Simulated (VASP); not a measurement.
SnTe:

```
Sn Te
1.0
     0.00000    3.15085    3.15085
     3.15085    0.00000    3.15085
     3.15085    3.15085    0.00000
Sn Te
1 1
Direct
  0.00000 0.00000 0.00000
  0.50000 0.50000 0.50000
```

* Program: VASP 6.6.1
* Task: relaxation of cell and atoms
* Functional: LDA
* Potentials or basis: VASP PAW LDA potentials, release 64 (Sn_d, Te)
* Cutoff: 520 eV
* k mesh: 8 × 8 × 8
* Occupations: gaussian, width 0.02 eV
* Spin: no spin polarisation

At the start: pressure -1.4 GPa; volume 31.28 Å³/atom.

Q: Where does the relaxation end?

A: Over 3 steps the energy falls by 4.3 meV/atom and the volume is 30.35 Å³/atom (-3.0 %); space group Fm-3m (No. 225, to 0.05 Å).

Step by step:
```
step  energy change (eV)  largest force (eV/Å)  pressure (GPa)  volume (Å³)
   1              0.0000                0.0000           -1.43        62.56
   2             -0.0075                0.0000            0.57        60.06
   3             -0.0086                0.0000            0.00        60.71
```

Final structure:
```xyz
2
Lattice="0.0000 3.1194 3.1194 3.1194 0.0000 3.1194 3.1194 3.1194 0.0000" Properties=species:S:1:pos:R:3 pbc="T T T"
Sn    0.0000    0.0000    0.0000
Te    3.1194    3.1194    3.1194
```
